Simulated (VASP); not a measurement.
Calculation: PBE GGA, VASP's PBE PAW potentials (set 64) (plane waves; VASP).

VASP ran on this input.

POSCAR:
```
PtSe2
1.0
  1.9023000000  -3.2948800000   0.0000000000
  1.9023000000   3.2948800000   0.0000000000
  0.0000000000   0.0000000000   5.1816000000
Pt Se
1 2
Cartesian
  0.0000000000   0.0000000000   0.0000000000
  1.9023000000   1.0982955299   1.3213080000
  1.9023000000  -1.0982955299   3.8602920000
```

### INCAR
```
# general
SYSTEM =PtSe2
PREC   =Accurate
ENCUT  =400
LREAL  =F
LASPH  =T

# electronic loop
EDIFF  =1E-5
NELM   =100
ALGO   =Normal
LMAXMIX=6

# smearing
ISMEAR =0
SIGMA  =0.05

# functional
GGA    =PE

# ions
ISIF   =2

# output
LWAVE  =F
LCHARG =F
```

File KPOINTS:
```
Automatic mesh
0
Gamma
6 6 4
0 0 0
```

POTCAR, in this order: Pt Se (PBE.64 set). Program: vasp_std.

Question: What will the output report for the number of irreducible k-points (NKPTS), number of bands (NBANDS), largest plane-wave count, number of space-group operations, FFT grid (NGX, NGY, NGZ)?

Answer: 
```json
{
 "number of irreducible k-points (NKPTS)": "24",
 "number of bands (NBANDS)": "15",
 "largest_plane_wave_count": "1199",
 "number_of_space_group_operations": "12",
 "FFT grid (NGX, NGY, NGZ)": "28 × 28 × 36"
}
```

The compound is PtSe2 in the 1T layered structure. The cell was not relaxed at this level. The k-mesh is coarse (spacing up to 0.32 per Å, 2π included), so the numbers may not be converged in it. The run is one of a series of settings (EDIFF = 1E-5 against the base run), some of them coarse on purpose.
